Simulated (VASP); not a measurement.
Energy against volume of CoAl (CsCl type). All values below come from PBE GGA with D3 dispersion (zero damping), VASP's PBE PAW potentials (set 64) (plane waves; VASP 6.6.1). Settings: 520 eV cut-off, 13×13×13 Γ-centred mesh, first-order Methfessel-Paxton smearing of 0.10 eV, potentials Al Co.

| V (Å³/atom) | E (eV/atom) |
|---|---|
| 10.557 | -6.28978 |
| 10.894 | -6.31029 |
| 11.231 | -6.31661 |
| 11.568 | -6.31082 |

Q: Fit these four points and predict the energy of the run at 11.905 Å³/atom.

A: A cubic in V^(−2/3), the third-order Birch-Murnaghan form, passes through the four points with V0 = 11.23 Å³/atom and B0 = 192 GPa, and gives -6.2947 eV/atom there. The run gave -6.2947 eV/atom, -0.0 meV/atom from the fit; all five points give B0 = 192 GPa.

The compound is CoAl in the CsCl type structure. It was relaxed first. The run is not spin-polarised, so no magnetic state was tried.
